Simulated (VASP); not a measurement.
Calculation: vdW-DF-cx, VASP's PBE PAW potentials (set 64) (plane waves; VASP).

The input files of a VASP run:

**INCAR**
```
# general
SYSTEM   = CdS
PREC     = Accurate
ENCUT    = 520
LREAL    = .FALSE.
LASPH    = .TRUE.
ICHARG   = 11

# electronic loop
EDIFF    = 1E-7
NELM     = 100
ALGO     = Normal
LMAXMIX  = 4

# smearing
ISMEAR   = 0
SIGMA    = 0.05

# functional
GGA      = CX
LUSE_VDW = .TRUE.
AGGAC    = 0.0

# output
LWAVE    = .FALSE.
LCHARG   = .FALSE.
LORBIT   = 11
```

**POSCAR**
```
CdS
1
    2.0754356653    -3.5947598471     0.0000000000
    2.0754356653     3.5947598471     0.0000000000
    0.0000000000     0.0000000000     6.7440411408
Cd S
2 2
Direct
  0.6666670000   0.3333330000   0.5000072260
  0.3333330000   0.6666670000   0.0000072260
  0.6666670000   0.3333330000   0.8769927740
  0.3333330000   0.6666670000   0.3769927740
```

### KPOINTS
```
k-points along high-symmetry lines
10
Line-mode
Reciprocal
  0.000000   0.000000   0.000000 ! GAMMA
  0.000000   0.500000   0.000000 ! M

  0.000000   0.500000   0.000000 ! M
 -0.333333   0.666667   0.000000 ! K

 -0.333333   0.666667   0.000000 ! K
  0.000000   0.000000   0.000000 ! GAMMA

  0.000000   0.000000   0.000000 ! GAMMA
  0.000000   0.000000   0.500000 ! A

  0.000000   0.000000   0.500000 ! A
  0.000000   0.500000   0.500000 ! L

  0.000000   0.500000   0.500000 ! L
 -0.333333   0.666667   0.500000 ! H

 -0.333333   0.666667   0.500000 ! H
  0.000000   0.000000   0.500000 ! A

  0.000000   0.500000   0.500000 ! L
  0.000000   0.500000   0.000000 ! M

 -0.333333   0.666667   0.500000 ! H
 -0.333333   0.666667   0.000000 ! K
```

POTCAR, in this order: Cd S (PBE.64 set). Program: vasp_std. Read from the step before: CHGCAR.

The resulting files:

File OUTCAR:
```
 ion  position               nearest neighbor table
   1  0.667  0.333  0.500-   4 2.54   4 2.54   4 2.54   3 2.54
   2  0.333  0.667  0.000-   3 2.54   3 2.54   3 2.54   4 2.54
   3  0.667  0.333  0.877-   2 2.54   2 2.54   2 2.54   1 2.54
   4  0.333  0.667  0.377-   1 2.54   1 2.54   1 2.54   2 2.54
  LATTYP: Found a hexagonal cell.
 ALAT       =     4.1508711807
 C/A-ratio  =     1.6247290863
 Subroutine PRICEL returns:
 Original cell was already a primitive cell.
 Subroutine GETGRP returns: Found 12 space group operations
The static configuration has the point symmetry C_3v.
 The point group associated with its full space group is C_6v.
The dynamic configuration has the point symmetry C_3v.
 Subroutine INISYM returns: Found 12 space group operations
   k-points           NKPTS =     90   k-points in BZ     NKDIM =     90   number of bands    NBANDS=     22
   number of dos      NEDOS =    301   number of ions     NIONS =      4
   total plane-waves  NPLWV =  51200
   dimension x,y,z NGX =    32 NGY =   32 NGZ =   50
   dimension x,y,z NGXF=    64 NGYF=   64 NGZF=  100
   ions per type =               2   2
   PREC   = accura    normal or accurate (medium, high low for compatibility)
   ISTART =      0    job   : 0-new  1-cont  2-samecut
   ICHARG =     11    charge: 1-file 2-atom 10-const
   ISPIN  =      1    spin polarized calculation?
   LNONCOLLINEAR =      F non collinear calculations
   LSORBIT =      F    spin-orbit coupling
   INIWAV =      1    electr: 0-lowe 1-rand  2-diag
   ENCUT  =  520.0 eV  38.22 Ry    6.18 a.u.   7.72  7.72 12.54*2*pi/ulx,y,z
   NELM   =    100;   NELMIN=  2; NELMDL= -5     # of ELM steps
   EDIFF  = 0.1E-06   stopping-criterion for ELM
   LREAL  =      F    real-space projection
   NLSPLINE    = F    spline interpolate recip. space projectors
   LMAXMIX     =    4 max onsite mixed and CHGCAR
   VOSKOWN=      0    Vosko Wilk Nusair interpolation
   EDIFFG = 0.1E-05   stopping-criterion for IOM
   NSW    =      0    number of steps for IOM
   NBLOCK =      1;   KBLOCK =      1    inner block; outer block
   IBRION =     -1    ionic relax: 0-MD 1-quasi-New 2-CG
   NFREE  =      0    steps in history (QN), initial steepest desc. (CG)
...
```

OSZICAR:
```
       N       E                     dE             d eps       ncg     rms          rms(c)
DAV:   1     0.256892303129E+03    0.25689E+03   -0.17974E+04  3960   0.150E+03
DAV:   2     0.110377579712E+02   -0.24585E+03   -0.24089E+03  4410   0.360E+02
DAV:   3    -0.222439200241E+01   -0.13262E+02   -0.13175E+02  4728   0.828E+01
DAV:   4    -0.237444782201E+01   -0.15006E+00   -0.14994E+00  4622   0.851E+00
DAV:   5    -0.237694442547E+01   -0.24966E-02   -0.24962E-02  4806   0.106E+00
DAV:   6    -0.237701954449E+01   -0.75119E-04   -0.75110E-04  4664   0.170E-01
DAV:   7    -0.237702213179E+01   -0.25873E-05   -0.25873E-05  4836   0.284E-02
DAV:   8    -0.237702223150E+01   -0.99718E-07   -0.99684E-07  4586   0.514E-03
   1 F= -.23770222E+01 E0= -.23770222E+01  d E =-.165430E-12
```

### OUTCAR
```
 val. band max:        1.1059887976   @ k =   0.0000   0.0000   0.0000

 cond. band min:       2.2022875835   @ k =  -0.0000   0.0000   0.0000



 k-point     1 :       0.0000    0.0000    0.0000
  band No.  band energies     occupation
      1     -11.1690      2.00000
      2     -10.7396      2.00000
      3      -6.5602      2.00000
      4      -6.5555      2.00000
      5      -6.5555      2.00000
      6      -6.4739      2.00000
      7      -6.4739      2.00000
      8      -6.1545      2.00000
      9      -6.1545      2.00000
     10      -6.0645      2.00000
     11      -6.0645      2.00000
     12      -5.7290      2.00000
     13      -3.2328      2.00000
     14       0.3573      2.00000
     15       0.3574      2.00000
     16       1.0662      2.00000
     17       1.1060      2.00000
     18       1.1060      2.00000
     19       2.2023      0.00000
     20       3.7892      0.00000
     21       7.5038      0.00000
     22       7.5039      0.00000

 k-point     2 :       0.0000    0.0556    0.0000
  band No.  band energies     occupation
      1     -11.1578      2.00000
      2     -10.7345      2.00000
      3      -6.5588      2.00000
      4      -6.5508      2.00000
      5      -6.5455      2.00000
      6      -6.4690      2.00000
      7      -6.4675      2.00000
      8      -6.1570      2.00000
      9      -6.1548      2.00000
     10      -6.0698      2.00000
     11      -6.0635      2.00000
     12      -5.7211      2.00000
     13      -3.2111      2.00000
     14       0.2159      2.00000
     15       0.3169      2.00000
     16       0.8598      2.00000
     17       1.0452      2.00000
     18       1.0837      2.00000
     19       2.4416      0.00000
     20       3.9276      0.00000
     21       7.3760      0.00000
     22       7.5552      0.00000

 k-point     3 :       0.0000    0.1111    0.0000
  band No.  band energies     occupation
      1     -11.1253      2.00000
      2     -10.7203      2.00000
...
```

The density is held fixed in this step, so its total energy and stress have no physical meaning.

The compound is CdS in the wurtzite structure. It was relaxed first.
